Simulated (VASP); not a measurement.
Input:

```
Ru
1.0
    1.34490    -2.32944     0.00000
    1.34490     2.32944     0.00000
    0.00000     0.00000     4.26161
Ru
2
Direct
  0.33333   0.66667   0.25000
  0.66667   0.33333   0.75000
```

Computed with PBE GGA, VASP's PBE PAW potentials (set 64) (plane waves; VASP). Settings: 500 eV cut-off, 15×15×9 Γ-centred mesh, first-order Methfessel-Paxton smearing of 0.10 eV, potentials Ru_pv.

Energy and stress use the plane-wave basis of the starting cell.

### Question
The ions, cell shape and volume at an external pressure of 20.0 GPa are relaxed. What does this cell relax into?

### Answer

```
Ru
1.0
    1.33325    -2.30925     0.00000
    1.33325     2.30925     0.00000
    0.00000     0.00000     4.22793
Ru
2
Direct
  0.33333   0.66667   0.25000
  0.66667   0.33333   0.75000
```
Space group P6_3/mmc (194), at a tolerance of 0.03 Å.

### Question
How do energy and volume change from the first to the last step?

### Answer
The energy (σ→0) changes by +31.0 meV/atom and the volume by -2.5 %, in 7 ionic steps.

The compound is Ru in the hcp structure. This run relaxes it under an external pressure of 20 GPa. Symmetry was kept, so distortions that lower it aren't found.
